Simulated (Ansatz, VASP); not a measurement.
# BiSb in two plane-wave programs

One calculation is typed for both programs; each brings its own data sets. How far apart do they land? The cell is generated by rule, not measured, and may not be a known phase. Of the first pair: The cell is taken from a series of runs on this material, whose earlier steps may have relaxed, scaled, displaced or heated it; both programs get it as it stands.

Calculated with Ansatz 0.2.0; plane waves, with VASP 6.6.1 beside it; relaxation of cell and atoms at PBEsol.

## 1. Starting point

It takes space group P6_3mc (No. 186, hexagonal). Conventional cell: a = 5.290 Å, b = 5.290 Å, c = 6.575 Å, α = 90.00°, β = 90.00°, γ = 120.00°. Bi has 4 Sb at 2.97 to 3.07 Å nearest. Sb has 4 Bi at 2.97 to 3.07 Å nearest. Farther neighbours are not listed.

## 2. VASP: relaxation of cell and atoms, PBEsol, pair 1

The relaxed volume is the usual yardstick between codes: in a stiff, nearly cubic crystal its relative difference is about their pressure difference at one cell divided by the bulk modulus.

Lines of VASP's logs that name or quote its potential files are left out, and so is its time.

INCAR reads:

```
SYSTEM = BiSb
PREC = Accurate
ENCUT = 500
EDIFF = 1E-07
NELM = 120
ISMEAR = 0
SIGMA = 0.1
LREAL = .FALSE.
ALGO = Normal
GGA = PS
NBANDS = 26
LORBIT = 11
LWAVE = .FALSE.
LCHARG = .FALSE.
ISIF = 3
IBRION = 2
NSW = 80
EDIFFG = -0.005
LASPH = .TRUE.
GGA_COMPAT = .FALSE.
NELMIN = 4
KPAR = 2
```

POSCAR reads:

```
BiSb
1.0
    5.2902010000      0.0000000000      0.0000000000
   -2.6451000000      4.5814480000      0.0000000000
    0.0000000000      0.0000000000      6.5754950000
Bi Sb
2 2
Direct
    0.3333333067      0.6666667394      0.9613604755
    0.6666665043      0.3333332606      0.4613603995
    0.3333333067      0.6666667394      0.4136395815
    0.6666665043      0.3333332606      0.9136395055
```

KPOINTS reads:

```
Automatic mesh
0
Gamma
9 9 6
0 0 0
```

PAW data sets: Bi_d and Sb (PBE family, release 64).

The run is started by

```console
$ mpirun -np 2 vasp_std
```

Numbers of over 12 decimals in the logs are rounded to 6 here.

Log:

```text
[banner, memory and clock lines left out]
running    2 mpi-ranks, on    1 nodes
 distrk:  each k-point on    1 cores,    2 groups
 distr:  one band on    1 cores,    1 groups

 POSCAR found type information on POSCAR BiSb
 POSCAR found :  2 types and       4 ions
|                                                                             |
|               ----> ADVICE to this user running VASP <----                  |
|                                                                             |
|     You enforced a specific xc type in the INCAR file but a different       |
|     [... a line on the potential file left out ...]
|     I HOPE YOU KNOW WHAT YOU ARE DOING!                                     |
|                                                                             |

 LDA part: xc-table for (Slater+PW92), standard interpolation
 POSCAR, INCAR and KPOINTS ok, starting setup
 FFT: planning ... GRIDC
 FFT: planning ... GRID_SOFT
 FFT: planning ... GRID
 WAVECAR not read
 entering main loop
       N       E                     dE             d eps       ncg     rms          rms(c)
DAV:   1     0.362992547599E+03    0.36299E+03   -0.18381E+04  2552   0.144E+03
DAV:   2     0.167709458420E+02   -0.34622E+03   -0.34154E+03  2732   0.373E+02
DAV:   3    -0.159944142706E+02   -0.32765E+02   -0.32090E+02  3162   0.136E+02
DAV:   4    -0.171558492314E+02   -0.11614E+01   -0.11589E+01  2984   0.283E+01
DAV:   5    -0.172023342199E+02   -0.46485E-01   -0.46481E-01  3440   0.526E+00    0.286E+00
DAV:   6    -0.171037850926E+02    0.98549E-01   -0.26736E-01  2998   0.251E+00    0.160E+00
DAV:   7    -0.170869222770E+02    0.16863E-01   -0.54595E-02  3062   0.114E+00    0.751E-01
DAV:   8    -0.170848368219E+02    0.20855E-02   -0.11920E-02  3168   0.562E-01    0.901E-02
DAV:   9    -0.170849444290E+02   -0.10761E-03   -0.97228E-04  2840   0.151E-01    0.485E-02
DAV:  10    -0.170851951850E+02   -0.25076E-03   -0.38880E-04  2632   0.968E-02    0.215E-02
DAV:  11    -0.170851986189E+02   -0.34339E-05   -0.20832E-05  3334   0.206E-02    0.125E-02
DAV:  12    -0.170852079525E+02   -0.93337E-05   -0.20556E-05  2598   0.215E-02    0.112E-03
DAV:  13    -0.170852081800E+02   -0.22745E-06   -0.29406E-07  2760   0.325E-03    0.658E-04
DAV:  14    -0.170852084311E+02   -0.25114E-06   -0.14075E-07  1988   0.157E-03    0.184E-04
DAV:  15    -0.170852084533E+02   -0.22165E-07   -0.11206E-08  1444   0.797E-04
   1 F= -.17085208E+02 E0= -.17081472E+02  d E =-.170852E+02
[...]
2 F= -.17085448E+02 E0= -.17081750E+02  d E =-.239274E-03
[...]
3 F= -.17085474E+02 E0= -.17081771E+02  d E =-.265057E-03
[...]
4 F= -.17085519E+02 E0= -.17081833E+02  d E =-.452184E-04
[...]
5 F= -.17085623E+02 E0= -.17081988E+02  d E =-.149982E-03
 curvature:  -2.86 expect dE=-0.481E-04 dE for cont linesearch -0.439E-04
 ZBRENT: increasing intervall
 opt :   9.5251  next Energy=   -17.085697 (dE=-0.223E-03)
 bond charge predicted
       N       E                     dE             d eps       ncg     rms          rms(c)
DAV:   1    -0.170874021750E+02   -0.17787E-02   -0.31803E-01  3444   0.355E+00    0.207E-01
DAV:   2    -0.170861776013E+02    0.12246E-02   -0.57805E-03  3196   0.743E-01    0.105E-01
DAV:   3    -0.170856899704E+02    0.48763E-03   -0.17924E-03  3052   0.423E-01    0.217E-02
DAV:   4    -0.170856946213E+02   -0.46509E-05   -0.20466E-04  2876   0.112E-01    0.117E-02
DAV:   5    -0.170856927435E+02    0.18777E-05   -0.18070E-05  3104   0.302E-02    0.367E-03
DAV:   6    -0.170856929179E+02   -0.17433E-06   -0.31351E-06  3324   0.112E-02    0.206E-03
DAV:   7    -0.170856930621E+02   -0.14423E-06   -0.83637E-08  1372   0.334E-03    0.452E-04
DAV:   8    -0.170856931093E+02   -0.47192E-07   -0.30427E-08  1314   0.208E-03
   6 F= -.17085693E+02 E0= -.17082159E+02  d E =-.219599E-03
 curvature:  -4.78 expect dE=-0.911E-05 dE for cont linesearch -0.204E-05
 trial: gam= 0.00000 g(F)=  0.362E-06 g(S)=  0.154E-05 ort =-0.476E-05 (trialstep = 0.267E+01)
 search vector abs. value=  0.191E-05
 reached required accuracy - stopping structural energy minimisation
```

OUTCAR, selected parts (step 2):

```text
ion  position               nearest neighbor table
   1  0.333  0.667  0.961-   3 2.97   4 3.07   4 3.07   4 3.07   3 3.60
   2  0.667  0.333  0.461-   4 2.97   3 3.07   3 3.07   3 3.07   4 3.60
   3  0.333  0.667  0.414-   1 2.97   2 3.07   2 3.07   2 3.07   1 3.60
   4  0.667  0.333  0.914-   2 2.97   1 3.07   1 3.07   1 3.07   2 3.60

  LATTYP: Found a hexagonal cell.
 ALAT       =     5.2902010000
 C/A-ratio  =     1.2429574982

 Subroutine GETGRP returns: Found 12 space group operations
 (whereof  6 operations were pure point group operations)

The static configuration has the point symmetry C_3v.
 The point group associated with its full space group is C_6v.

 Found     48 irreducible k-points:

   k-points           NKPTS =     48   k-points in BZ     NKDIM =     48   number of bands    NBANDS=     26

   dimension x,y,z NGX =    40 NGY =   40 NGZ =   48
   dimension x,y,z NGXF=    80 NGYF=   80 NGZF=   96

   ENCUT  =  500.0 eV  36.75 Ry    6.06 a.u.   9.65  9.65 11.99*2*pi/ulx,y,z

   NELECT =      40.0000    total number of electrons

 k-points in reciprocal lattice and weights: Automatic mesh
   0.00000000  0.00000000  0.00000000       0.002
   0.11111111  0.00000000  0.00000000       0.012
   0.22222222  0.00000000  0.00000000       0.012
   0.33333333  0.00000000  0.00000000       0.012
   0.44444444  0.00000000  0.00000000       0.012
   0.11111111  0.11111111  0.00000000       0.012
   0.22222222  0.11111111  0.00000000       0.025
   0.33333333  0.11111111  0.00000000       0.025
   0.44444444  0.11111111  0.00000000       0.012
[...]
0.33333333  0.22222222  0.50000000       0.025
   0.33333333  0.33333333  0.50000000       0.004

 average (electrostatic) potential at core
       1-106.1134       2-106.1134       3 -87.7592       4 -87.7592

 E-fermi :   4.9410

 k-point     1 :       0.0000    0.0000    0.0000
  band No.  band energies     occupation
    ...
     18       3.1252      2.00000
     19       3.1252      2.00000
     20       3.1305      2.00000
     21       4.8890      1.53778
     22       4.8890      1.53768
     23       6.9662      0.00000
     24       6.9662      0.00000
     25       7.5647      0.00000
     26       8.2299      0.00000

 k-point     2 :       0.1111    0.0000    0.0000
  band No.  band energies     occupation
    ...
     17       1.6763      2.00000
     18       2.9659      2.00000
     19       3.0218      2.00000
     20       3.3316      2.00000
     21       4.8815      1.59998
     22       5.1329      0.00667
     23       6.9553      0.00000
     24       7.2132      0.00000
     25       7.6352      0.00000
     26       8.5633      0.00000

 k-point     3 :       0.2222    0.0000    0.0000
  band No.  band energies     occupation
    ...
     16       1.0875      2.00000
     17       2.0689      2.00000
     18       2.5851      2.00000
     19       2.7944      2.00000
     20       3.7391      2.00000
     21       5.0497      0.12432
     22       5.7444      0.00000
     23       7.0870      0.00000
     24       7.8354      0.00000
     25       7.8522      0.00000
    ...

  Total       -0.0075727     -0.0075727     -0.0036567     -0.0000000      0.0000000     -0.0000000
  in kB       -0.0758224     -0.0758224     -0.0366133     -0.0000000      0.0000000     -0.0000000
  external PRESSURE =      -0.0627527 kB  Pullay stress =       0.0000000 kB

  energy-cutoff  :      500.00
  volume of cell :      160.02
      direct lattice vectors                 reciprocal lattice vectors
     5.294845439  0.000000001  0.000000000     0.188862926  0.109040051 -0.000000000
    -2.647422219  4.585470201  0.000000000    -0.000000000  0.218080144 -0.000000000
     0.000000000  0.000000000  6.590607522     0.000000000 -0.000000000  0.151731080

 POSITION                                       TOTAL-FORCE (eV/Angst)
 -----------------------------------------------------------------------------------
      0.00000      3.05698      6.34402         0.000000      0.000000     -0.001369
      2.64742      1.52849      3.04871        -0.000000     -0.000000     -0.001369
      0.00000      3.05698      2.71807        -0.000000      0.000000      0.001369
      2.64742      1.52849      6.01337         0.000000      0.000000      0.001369
 -----------------------------------------------------------------------------------
    total drift:                                0.001243      0.000000      0.001011

  FREE ENERGIE OF THE ION-ELECTRON SYSTEM (eV)
  ---------------------------------------------------
  free  energy   TOTEN  =       -17.0856931093 eV

  energy  without entropy=      -17.0786240925  energy(sigma->0) =      -17.08215860

 reached required accuracy - stopping structural energy minimisation

 total charge
# of ion       s       p       d       tot
------------------------------------------
    1        1.550   1.309   9.917  12.775
    2        1.550   1.309   9.917  12.775
    3        1.212   1.176   0.021   2.409
    4        1.212   1.176   0.021   2.409
--------------------------------------------------
tot          5.524   4.968  19.877  30.369

[... 3 further parts left out ...]
```

## 3. Ansatz: relaxation of cell and atoms, PBEsol, pair 1

Ansatz runs on its default PAW (the set named soft_2) files.

The same cell, functional, mesh and smearing now go to Ansatz, which takes its cutoff from its data sets.

input.yaml reads:

```yaml
crystal:
  lattice:
    - [5.290200689, 0.0, 0.0]
    - [-2.6451003445, 4.5814481878, 0.0]
    - [0.0, 0.0, 6.5754952115]
  atoms:
    - { symbol: Bi, position: [0.3333333333, 0.6666666667, -0.0386395459] }
    - { symbol: Bi, position: [0.6666666667, 0.3333333333, 0.4613604541] }
    - { symbol: Sb, position: [0.3333333333, 0.6666666667, 0.4136395459] }
    - { symbol: Sb, position: [0.6666666667, 0.3333333333, 0.9136395459] }
kpoints:
  mp_grid: { grid: [9, 9, 6] }
hamiltonian:
  xc: pbesol
scf:
  occupations: { method: gaussian, width: 0.1 }
output:
  forces: true
  stress: true
  eigenvalues: true
  write_density: true
  write_potential: true
  elf: true
  volumetric_format: npy
relax:
  adjacent_minimum: "off"
  f_tol: 0.005
  max_steps: 80
  cell: { stress_tol: 0.05 }
```

The run is started by

```console
$ ansatz run input.yaml --threads 4 --pin off --max-ram 7168MiB --backend cpu --events-out ev --progress --plain --runs-dir out
```

Log:

```text
Engine: ansatz 0.2.0, aarch64-unknown-linux-gnu
Pseudopotentials: kind: paw
Pseudopotential: Bi, paw, valence charge 15, recommended cutoff 420 eV (normal), Bi.paw.azcp
Pseudopotential: Sb, paw, valence charge 15, recommended cutoff 420 eV (normal), Sb.paw.azcp
Functional definition: PBEsol
  exchange = pbesol_x
  correlation = pbesol_c
Crystal: 4 atoms, lattice volume = 159.369 Å³
Basis set: ecut = 420 eV, 3087 PW (Γ), exchange–correlation on 72×72×90 points (8 copies of the dense FFT grid, shifted against one another)
Bands: 36, of which v1, the nominal top of the filled ones, is band 30 counted from 1 (29 counted from 0)
Symmetry: 12 space group operations
Space group: P63mc (ITA 186), of the structure as read, at distance tolerance 5.4e-5 Å
k-points: 48 of 486 (time reversal used)
Non-local potential: Bi, projectors of the file, l = 0: 2, l = 1: 2, l = 2: 2, l = 3: 2
Non-local potential: Sb, projectors of the file, l = 0: 2, l = 1: 2, l = 2: 2, l = 3: 2
PAW form: soft (Blöchl's): semilocal exchange-correlation on the pseudo side does not see the compensation charge
PAW frozen core: Bi, regenerated for the run's functional, and the local potential with it (the file was generated under x = pbe(κ = 0.804, μ = 0.219515), c = pbe(β = 0.066725))
PAW frozen core: Sb, regenerated for the run's functional, and the local potential with it (the file was generated under x = pbe(κ = 0.804, μ = 0.219515), c = pbe(β = 0.066725))
PAW one-centre angular grid: Bi, 590 points (default); XC on 64 Gauss nodes
PAW one-centre angular grid: Sb, 590 points (default); XC on 64 Gauss nodes
Initial density: superposition of atomic densities (neutral atoms: chi_scale 0, normalization atom), corrected by the library's trained network
Initial wavefunctions: pseudopotential atomic-orbital guess
Functional: x = pbesol(κ = 0.804, μ = 0.123457), c = pbesol(β = 0.046)
SCF iter   1: F=—  HF=-37299.531613 eV  |F-HF|=—  |Δ(HF+E_count)|=         —  Δρ=2.16e-3  dr2=5.13e-3  ethr=1.77e-3  ⟨swp⟩=6.9  Hψ=7353  notcnv=0
preconditioner: auto → LDOS  [metal: Δε(μ)=0.086 eV  Ē_g=7.753 eV  σ=0.100 eV  W_gap=0.45  n_scr=22 (ndim 8)  ℏωp=13.2 eV  f_vac=0.128  D(μ)=1.47/eV (n_scr^D=2)  β→1.0]
SCF iter   2: F=—  HF=-37299.529485 eV  |F-HF|=—  |Δ(HF+E_count)|=   2.13e-3  Δρ=6.67e-4  dr2=8.80e-4  ethr=8.54e-6  ⟨swp⟩=2.0  Hψ=3617  notcnv=0  defer=6
SCF iter   3: F=—  HF=-37299.529165 eV  |F-HF|=—  |Δ(HF+E_count)|=   3.20e-4  Δρ=2.98e-4  dr2=1.60e-4  ethr=1.47e-6  ⟨swp⟩=2.0  Hψ=3124  notcnv=0  defer=6
SCF iter   4: F=—  HF=-37299.529117 eV  |F-HF|=—  |Δ(HF+E_count)|=   4.88e-5  Δρ=6.60e-5  dr2=5.82e-6  ethr=2.66e-7  ⟨swp⟩=2.0  Hψ=2672  notcnv=0  defer=6
SCF iter   5: F=—  HF=-37299.529130 eV  |F-HF|=—  |Δ(HF+E_count)|=   1.29e-5  Δρ=2.04e-5  dr2=9.18e-7  ethr=9.71e-9  ⟨swp⟩=2.0  Hψ=3131  notcnv=0  defer=6
SCF iter   6: F=-37299.529129 eV  HF=-37299.529129 eV  |F-HF|=1.85e-8  |Δ(HF+E_count)|=   1.82e-7  Δρ=6.56e-6  dr2=7.29e-8  ethr=1.67e-10  ⟨swp⟩=11.9  Hψ=14710  notcnv=0
SCF 1 converged in 6 iterations: F = -37299.529129 eV  dr2 = 7.29e-8
  greatest PAW one-centre occupation: 0.996 electrons in one spin orbital (limit 2), on the Sb atom at site 3 (counted from 0), in its partial waves of l = 2
relax step   1: F+E_penalty+E_count = -37299.52912938 eV  Δ(F+E_penalty+E_count) = +0.000e0 eV  max|allowed force component| = 3.899e-2 eV/Å  Δτ_max = 0.0000 Å  P = +0.056 GPa  Ω = 159.369 Å³  (6 SCF iters, dr2 threshold 1.00e-7 eV, accepted)
[...]
relax step   2: F+E_penalty+E_count = -37299.52955291 eV  Δ(F+E_penalty+E_count) = -4.235e-4 eV  max|allowed force component| = 7.019e-3 eV/Å  Δτ_max = 0.0058 Å  P = +0.003 GPa  Ω = 159.858 Å³  energy of the carried Pulay correction = -7.289e-5 eV  (4 SCF iters, dr2 threshold 9.50e-8 eV, accepted)
[...]
relax step   3: F+E_penalty+E_count = -37299.52971530 eV  Δ(F+E_penalty+E_count) = -1.624e-4 eV  max|allowed force component| = 2.872e-3 eV/Å  Δτ_max = 0.0006 Å  P = +0.007 GPa  Ω = 159.886 Å³  energy of the carried Pulay correction = -7.708e-5 eV  (4 SCF iters, dr2 threshold 5.78e-8 eV, accepted)
[...]
relax step   4: F+E_penalty+E_count = -37299.52979111 eV  Δ(F+E_penalty+E_count) = -7.581e-5 eV  max|allowed force component| = 2.874e-3 eV/Å  Δτ_max = 0.0000 Å  P = +0.007 GPa  Ω = 159.886 Å³  stress off target by 4.79e-2 GPa  SCF on the basis re-selected at this cell (its energy is not comparable with the rows above)  (5 SCF iters)
basis re-selected at this cell: Δ(F+E_penalty+E_count) = -7.581e-5 eV, ΔP = -0.000 GPa vs the last step (what re-selecting the basis moved, of the pressure what is left beyond the Pulay correction that the steps carried, after the strain that the cell walked since its last selection, with what the two solves' SCF thresholds leave and, on support functions, any second-order correction that the steps lacked; it is no m [...]
SCF converged after 5 iterations
Free energy (F): -37299.529791 eV
Harris-Foulkes:  -37299.529791 eV  (|F-HF|=7.28e-12)
Internal energy: -37299.522625 eV  (E = F + TS)
E sigma→0 (E₀):  -37299.526208 eV
Entropy (-TS):   -0.007166 eV (-1.791 meV/atom)
Fermi energy:    7.491032 eV
--- Per-component energies (eV) ---
  E_band       = -708.992421
  E_kinetic    = 1019.329386
  E_local      = -7428.952828  (includes V_loc(G=0)·N_el)
  E_nonlocal   = 1851.203055
  E_hartree    = 2945.457447
  E_xc         = -574.610876
  E_vxc        = -480.191341  (∫ρ·V_xc dr)
  E_paw        = -30017.362563  (= ΣΔE_a)
  E_vpaw       = -1561.294689  (= ΣTr[D̂ρ^β])
  E_aug_tail   = -0.000927  (compensation charges beyond the density's cutoff)
  E_ewald      = -5095.428538
  E_core_change = 0.843218  (= ΣΔE_core)
  E_smearing   = -0.007166  (= −TS)
  E_closure    = 0.000000  (closes the sum)
  Σ components = -37299.529791   (vs F -37299.529791, Δ=0.00e0)
--- Forces (eV/Å), atoms counted from 1 ---
  atom   1  Bi     0.00000000     0.00000000     0.00287426
  atom   2  Bi    -0.00000000    -0.00000000     0.00287426
  atom   3  Sb     0.00000000     0.00000000    -0.00287442
  atom   4  Sb     0.00000000    -0.00000000    -0.00287442
  max |Σ_I F_I| component: 3.09e-7 eV/Å
--- Stress (GPa, compression-positive) ---
       -0.014031      -0.000000      -0.000000
       -0.000000      -0.014031      -0.000000
       -0.000000       0.000000       0.047861
  P = ⅓ Tr σ = 0.0066 GPa (0.066 kbar)
--- Band table (eV; the first three rows and the last of 48) ---
  k-point 0: bands = [... 26 lower, 3.9874, 5.6779, 5.6814, 5.6814, 7.4408, 7.4408, 9.5227, 9.5227, ... 2 higher]
  k-point 1: bands = [... 26 lower, 4.0701, 5.5106, 5.5106, 6.0745, 7.5570, 7.5570, 9.1730, 9.3034, ... 2 higher]
  k-point 2: bands = [... 26 lower, 4.3100, 5.1163, 5.1163, 6.5615, 7.8609, 7.8609, 8.1161, 8.8175, ... 2 higher]
  k-point 47: bands = [... 26 lower, 5.8888, 5.8888, 7.0316, 7.0316, 7.9641, 7.9641, 8.2342, 8.2342, ... 2 higher]
--- Relaxed structure (3 steps of the walk, 3 accepted, 1 SCFs on fresh bases) ---
  F+E_penalty+E_count = -37299.52979111 eV   max|allowed force component| = 2.874e-3 eV/Å   (the final SCF, on the basis selected at the relaxed cell)
  cell:  # Å, volume = 159.8856 Å³
    - [5.296348, 0.0, 0]
    - [-2.648174, 4.586772, 0]
    - [0, 0, 6.581514]
  atoms:
    - { symbol: Bi, position: [0.333333, 0.666667, -0.037662] }
    - { symbol: Bi, position: [0.666667, 0.333333, 0.462338] }
    - { symbol: Sb, position: [0.333333, 0.666667, 0.412662] }
    - { symbol: Sb, position: [0.666667, 0.333333, 0.912662] }
```

The column dr2 measures how far the density is from self-consistency, as an energy; F and HF (Harris–Foulkes) agree once it is small.

## 4. Side by side

Known differences besides the potentials themselves: the data sets hold 60 valence electrons in Ansatz (on its default PAW (the set named soft_2) files) and 40 in VASP; the cutoff is 420 eV in Ansatz and 500 eV in VASP; Ansatz makes its cores anew for this functional, VASP keeps those of its PBE data sets; Ansatz adds a Pulay correction to the stress that steers its cell, VASP none. Total energies have different zeros and are not compared.

The two programs side by side:

| quantity | Ansatz | VASP | difference |
| --- | --- | --- | --- |
| volume (Å³) | 159.89 | 160.02 | -0.08 % |
| edge a after relaxation, in the typed setting (Å) | 5.296 | 5.295 | +0.03 % |
| edge c after relaxation, in the typed setting (Å) | 6.582 | 6.591 | -0.14 % |

(Continued in part 2 of 2.)

[Lines on the potential files, build, host, timing and source positions are cut from VASP's logs without a mark.]

[Logs are printed without paths, hosts, clocks, repeated set-up lines and the standing remarks that a program may print on its own settings, such as how far it seeks lower states.]

[Hosts, paths, dates, database ids (printed as entryN), source tags and the programs' standing remarks are cut or masked in the printed files.]
